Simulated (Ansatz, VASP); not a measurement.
# Ca5Ga6Si5O24: VASP beside Ansatz, part 2 of 2

One calculation is typed for both programs; each brings its own data sets. How far apart do they land? Of the first pair: The structure shown is the start of the Ansatz relaxation below; VASP solves that cell, so the two are compared at the walk's first step.

VASP 6.6.1 and Ansatz 0.2.0.

So far. Step 3 (VASP: single point, PBE, start cell, pair 1): The run ends at a pressure of 14.06 GPa, with forces up to 5.2 eV/Å.

### 5. Ansatz: relaxation, PBE

Level of this step: Ansatz beside VASP: Kohn-Sham DFT, plane waves, PBE (Ansatz).

This run makes the geometry at which the two programs are then compared. The cell compared in this pair holds 551.10 Å³, against 530.82 Å³ for the pair before.

The structure compared here is the end of the Ansatz relaxation.

input.yaml

```yaml
crystal:
  lattice:
    - [8.0968356282, 0.0, 0.0]
    - [0.0, 8.0968356282, 0.0]
    - [0.0, 0.0, 8.0968356282]
  atoms:
    - { symbol: Si, position: [0.413224, 0.491785, 0.454227] }
    - { symbol: Si, position: [0.634056, 0.183956, 0.576069] }
    - { symbol: Si, position: [0.006952, 0.121982, 0.647379] }
    - { symbol: Si, position: [0.596491, 0.192316, 0.942678] }
    - { symbol: Si, position: [0.739221, 0.558829, 0.85944] }
    - { symbol: Ga, position: [0.286478, 0.839227, 0.071249] }
    - { symbol: Ga, position: [0.435442, 0.794277, 0.70153] }
    - { symbol: Ga, position: [0.105955, 0.4903, 0.223495] }
    - { symbol: Ga, position: [0.595589, 0.903208, 0.338884] }
    - { symbol: Ga, position: [0.190884, 0.192071, 0.960188] }
    - { symbol: Ga, position: [0.748565, 0.62279, 0.262376] }
    - { symbol: Ca, position: [0.903771, 0.876845, 0.000149] }
    - { symbol: Ca, position: [0.197928, 0.53437, 0.836882] }
    - { symbol: Ca, position: [0.900853, 0.185771, 0.277883] }
    - { symbol: Ca, position: [0.320685, 0.123546, 0.312717] }
    - { symbol: Ca, position: [0.000159, 0.718165, 0.528331] }
    - { symbol: O, position: [0.621238, 0.115708, 0.391946] }
    - { symbol: O, position: [0.405319, 0.213977, 0.993589] }
    - { symbol: O, position: [0.607473, 0.663895, 0.758306] }
    - { symbol: O, position: [0.498876, 0.34341, 0.554395] }
    - { symbol: O, position: [0.313429, 0.822057, 0.857659] }
    - { symbol: O, position: [0.084487, 0.33849, 0.061141] }
    - { symbol: O, position: [0.17619, 0.669249, 0.131657] }
    - { symbol: O, position: [0.92158, 0.504298, 0.309243] }
    - { symbol: O, position: [0.669839, 0.379578, 0.896393] }
    - { symbol: O, position: [0.13686, 0.227507, 0.75392] }
    - { symbol: O, position: [0.552547, 0.576459, 0.345493] }
    - { symbol: O, position: [0.474774, 0.892907, 0.518103] }
    - { symbol: O, position: [0.921911, 0.595076, 0.795647] }
    - { symbol: O, position: [0.836201, 0.231112, 0.587103] }
    - { symbol: O, position: [0.595643, 0.099167, 0.761961] }
    - { symbol: O, position: [0.320672, 0.617187, 0.578981] }
    - { symbol: O, position: [0.947302, 0.962799, 0.736579] }
    - { symbol: O, position: [0.266351, 0.41001, 0.34102] }
    - { symbol: O, position: [0.463115, 0.884688, 0.168604] }
    - { symbol: O, position: [0.79426, 0.828157, 0.343597] }
    - { symbol: O, position: [0.148017, 0.017103, 0.076982] }
    - { symbol: O, position: [0.095659, 0.07103, 0.478265] }
    - { symbol: O, position: [0.752745, 0.639894, 0.050984] }
    - { symbol: O, position: [0.725299, 0.107141, 0.066062] }
  symmetry: { detect: false }
kpoints:
  mp_grid: { grid: [2, 2, 2] }
scf:
  occupations: { method: fermi_dirac, width: 0.05 }
hamiltonian:
  xc: pbe
output:
  forces: true
  stress: true
relax:
  f_tol: 0.04
  max_steps: 160
  escape_saddle: false
  cell: { stress_tol: 0.4, fix: [] }
```

The run is started by

```console
> ansatz run input.yaml --threads 4 --pin off --max-ram 10240MiB --backend cpu --events-out ev --progress --plain --runs-dir out
```

Numbers of over 12 decimals in the logs are rounded to 6 here.

What it wrote:

```text
[...]
Crystal: 40 atoms, lattice volume = 530.818 Å³
Basis set: ecut = 420 eV, 10395 PW (Γ), exchange–correlation on 120×120×120 points (8 copies of the dense FFT grid, shifted against one another)
Bands: 186, of which v1, the nominal top of the filled ones, is band 146 counted from 1 (145 counted from 0)
Symmetry: 1 space group operations
k-points: 8
[...]
- { symbol: O, position: [0.104709, 0.354984, 0.058325] }
    - { symbol: O, position: [0.144840, 0.696960, 0.257998] }
    - { symbol: O, position: [0.896502, 0.447428, 0.316606] }
[...]
- { symbol: O, position: [0.112641, 0.0079963, 0.077069] }
    - { symbol: O, position: [0.099691, 0.080879, 0.444336] }
    - { symbol: O, position: [0.831676, 0.637089, 0.017767] }
    - { symbol: O, position: [0.752421, 0.160261, 0.031005] }
[key lines of the parts left out:]
SCF converged after 4 iterations
Free energy (F): -48619.899507 eV
Fermi energy:    6.360197 eV
P = ⅓ Tr σ = 0.0187 GPa (0.187 kbar)
```

### 6. VASP: single point, PBE, relaxed cell, pair 2

The same cell, functional, mesh and smearing now go to VASP, with its own data sets.

INCAR

```
SYSTEM = Ca5Ga6Si5O24
PREC = Accurate
ENCUT = 600
EDIFF = 1E-06
NELM = 120
ISMEAR = -1
SIGMA = 0.05
LREAL = Auto
ALGO = Normal
GGA = PE
NBANDS = 176
LORBIT = 11
LWAVE = .FALSE.
LCHARG = .FALSE.
ISIF = 2
LASPH = .TRUE.
GGA_COMPAT = .FALSE.
EFERMI = MIDGAP
KPAR = 4
```

POSCAR

```
Ca5Ga6Si5O24
1.0
    7.8965809826     -0.2383795390      0.2324529485
   -0.2383795390      8.7199603026      0.1133499148
    0.2324529485      0.1133499148      8.0186023177
Si Ga Ca O
5 6 5 24
Direct
    0.4333757528      0.4750579625      0.4630579967
    0.6613606213      0.1921610653      0.5738071815
    0.0228242593      0.1231436741      0.6306133431
    0.6073900133      0.2367220466      0.9294032988
    0.7490135044      0.5892997577      0.8391352716
    0.2519814324      0.8323425593      0.0958336109
    0.4159317552      0.7448069925      0.7234426720
    0.1233904330      0.4875004524      0.2380092112
    0.5629085602      0.8498021901      0.3676664121
    0.2047255049      0.1836955924      0.9636750269
    0.7775741153      0.6076542824      0.2484538482
    0.8135565232      0.9120093892      0.9678495611
    0.1184958090      0.4947218597      0.8107609904
    0.9034933289      0.1847591653      0.2586228429
    0.3686227734      0.1315630635      0.3222708576
    0.0173554312      0.8023779210      0.5042130637
    0.6459794960      0.0768029353      0.4184025427
    0.4232727188      0.2234207398      0.0350824239
    0.6258085729      0.7320862291      0.8095160230
    0.5545083435      0.3352156162      0.5075362376
    0.2517579834      0.7292305123      0.8964122483
    0.1047089880      0.3549844132      0.0583252927
    0.1448397465      0.6969596350      0.2579975207
    0.8965019402      0.4474279784      0.3166059343
    0.6510750206      0.4177937213      0.8681269409
    0.1548706892      0.2258117288      0.7429868275
    0.5476906936      0.6020746622      0.3424300559
    0.3944228008      0.8656555513      0.5381275488
    0.9021908511      0.5988919205      0.6953604753
    0.8640738855      0.2373479119      0.5922455617
    0.5788355934      0.1349569873      0.7582034695
    0.3530873720      0.5490440781      0.6314551063
    0.9517723860      0.9636783964      0.7220306152
    0.2834562271      0.3903120852      0.3602597795
    0.4544805193      0.9114426835      0.1770739397
    0.7942776676      0.8133569347      0.3159359079
    0.1126412751      0.0079963019      0.0770688273
    0.0996909503      0.0808788932      0.4443358784
    0.8316759096      0.6370885046      0.0177674233
    0.7524205516      0.1602606058      0.0310052309
```

KPOINTS

```
Automatic mesh
0
Gamma
2 2 2
0 0 0
```

Potentials, in the order of the species: Si, Ga_d, Ca_sv and O (PBE family, release 64).

The run is started by

```console
> mpirun -np 4 vasp_std
```

What it wrote:

```text
[... set-up lines as in an earlier step ...]
 entering main loop
       N       E                     dE             d eps       ncg     rms          rms(c)
DAV:   1     0.519832452887E+04    0.51983E+04   -0.13410E+05  3080   0.236E+03
DAV:   2     0.110698603758E+04   -0.40913E+04   -0.38358E+04  2904   0.743E+02
DAV:   3    -0.158026763067E+03   -0.12650E+04   -0.11963E+04  3720   0.294E+02
DAV:   4    -0.302565724432E+03   -0.14454E+03   -0.14286E+03  3624   0.111E+02
[...]
DAV:  17    -0.272863108623E+03   -0.42051E-05   -0.52032E-05  4232   0.333E-02    0.717E-03
DAV:  18    -0.272863110153E+03   -0.15298E-05   -0.15876E-05  3248   0.211E-02    0.417E-03
DAV:  19    -0.272863110675E+03   -0.52245E-06   -0.45666E-06  2648   0.814E-03
   1 F= -.27286311E+03 E0= -.27286311E+03  d E =-.102776E-13
```

From OUTCAR (step 6):

```text
  Total        0.4290890      0.7623006      0.6457847     -0.1990475      0.1007623     -0.0433411
  in kB        1.2474557      2.2161748      1.8774376     -0.5786748      0.2929381     -0.1260020
  external PRESSURE =       1.7803560 kB  Pullay stress =       0.0000000 kB

 POSITION                                       TOTAL-FORCE (eV/Angst)
 -----------------------------------------------------------------------------------
      3.41658      4.09167      3.86767         0.021510     -0.012415      0.021487
      5.31006      1.58302      4.77665        -0.002916      0.030895     -0.014901
      0.29747      1.13985      5.07590         0.007050      0.066027     -0.003783
      4.95592      2.02477      7.62054        -0.017980      0.030944     -0.002719
      5.96923      5.05524      6.96960        -0.034627     -0.031704      0.006530
      1.81366      7.20879      0.92137        -0.007701      0.009659      0.006669
      3.27506      6.47754      5.98211        -0.002875      0.015260      0.010647
      0.91348      4.24855      1.99244         0.011251     -0.001013     -0.018446
      4.32794      7.31773      3.17535         0.031955      0.002120     -0.005115
      1.79685      1.66225      7.79574         0.012399     -0.008067      0.012337
      6.05308      5.14153      2.24188         0.025251     -0.009322      0.001368
      6.43189      7.86846      8.05329        -0.009143     -0.014608      0.034057
      1.00624      4.37761      6.58479         0.010652     -0.006057      0.007821
      7.15058      1.42503      2.30476         0.013567     -0.011769     -0.003600
[...]
-----------------------------------------------------------------------------------
    total drift:                                0.021075      0.014968     -0.011356

  FREE ENERGIE OF THE ION-ELECTRON SYSTEM (eV)
  ---------------------------------------------------
  free  energy   TOTEN  =      -272.8631106751 eV

  energy  without entropy=     -272.8631106751  energy(sigma->0) =     -272.86311068

[... 1 part as in an earlier step ...]

[... 2 further parts left out ...]
[key lines of the parts left out:]
E-fermi :   3.2415
```

The run ends at a pressure of 0.18 GPa, with forces up to 0.067 eV/Å.

### 7. Side by side

What differs besides the data sets and the points named for the pairs above, as far as they apply: the cutoff is 420 eV in Ansatz and 600 eV in VASP (PREC = Accurate, projectors in real space); Ansatz's pressure holds a Pulay correction, VASP's none. Total energies have different zeros and are not compared.

Both answers:

| quantity | Ansatz | VASP | difference |
| --- | --- | --- | --- |
| pressure (GPa) | 0.02 | 0.18 | -0.16 |
| gap on the k mesh (eV) | 3.331 | 3.314 | +0.017 |

At this near-relaxed geometry the largest component of a force difference is 59 meV/Å. A gap on the mesh is an upper bound, since the band edges may lie between its points.

### 8. Summary of results

| Quantity | Value |
| --- | --- |
| r.m.s. force difference (single point, PBE, start cell, pair 1) | 2.0 % of the r.m.s. force |
| r.m.s. force difference (single point, PBE, relaxed cell, pair 2) | 16 meV/Å |

In words: The r.m.s. force difference is 16 meV/Å (single point, PBE, relaxed cell, pair 2), beyond the 12 meV/Å picked in this series as the mark of a large difference. What causes the difference of the single point, PBE, relaxed cell, pair 2 pair stays open here. Such differences can come from data sets, numerical settings and the points named under the comparisons, not from the functional's error against experiment.

[Lines on the potential files, build, host, timing and source positions are cut from VASP's logs without a mark.]

[Logs are printed without paths, hosts, clocks, repeated set-up lines and the standing remarks that a program may print on its own settings, such as how far it seeks lower states.]

[Hosts, paths, dates, database ids (printed as entryN), source tags and the programs' standing remarks are cut or masked in the printed files.]
